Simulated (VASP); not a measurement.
VASP runs on TiS (space group P-6m2) share one base input (PBEsol GGA, plane waves, VASP's PBE PAW potentials (set 64)) and change the settings named in each case.

### KPOINTS
```
Automatic mesh
0
Gamma
12 12 10
0 0 0
```

File POSCAR:
```
TiS
1
    3.2671700000     0.0000000000     0.0000000000
   -1.6335850000     2.8294520000     0.0000000000
    0.0000000000     0.0000000000     3.2170600000
Ti S
1 1
Direct
  0.6666670000   0.3333330000   0.0000000000
  0.0000000000   0.0000000000   0.5000000000
```

### INCAR
```
SYSTEM = TiS
PREC = Accurate; ENCUT = 300; LREAL = F
LASPH = T
EDIFF = 1E-6; NELM = 100; ALGO = Normal
LMAXMIX = 4
ISMEAR = 0; SIGMA = 0.2
GGA = PS
ISIF = 2
LWAVE = F; LCHARG = F
```

POTCAR, in this order: Ti_sv S (PBE.64 set). Program: vasp_std.

```
change                                                                 E(σ→0) (eV/atom)  pressure (GPa)  −TS (eV)
---------------------------------------------------------------------  ----------------  --------------  --------
base run                                                                        -7.9793           -5.61   -0.0082
GGA removed, POTCAR Ti_sv S (LDA.64 set)                                        -8.2884           -9.17   -0.0087
KPOINTS 5×5×4 Γ-centred mesh                                                    -7.9686           -5.40   -0.0094
LDAU = .TRUE., LDAUJ = 0 0, LDAUL = 2 -1, LDAUTYPE = 2, LDAUU = 2.0 0           -7.1920           -2.31   -0.0071
```
 Energies of different potentials or functionals have different zeros.  At 300 eV the pressure can carry a Pulay error.

Left out are runs that ran out of time, are held back, or changed the cell or the kind of run, fixed moments of cells without a moment, rows past the twelfth, gaps on odd meshes, pressures of charged cells and columns that move by less than the noise.

The structure comes from a computed database's TiS entry (P-6m2); how it stands against other phases isn't given here. The cell was not relaxed at this level.
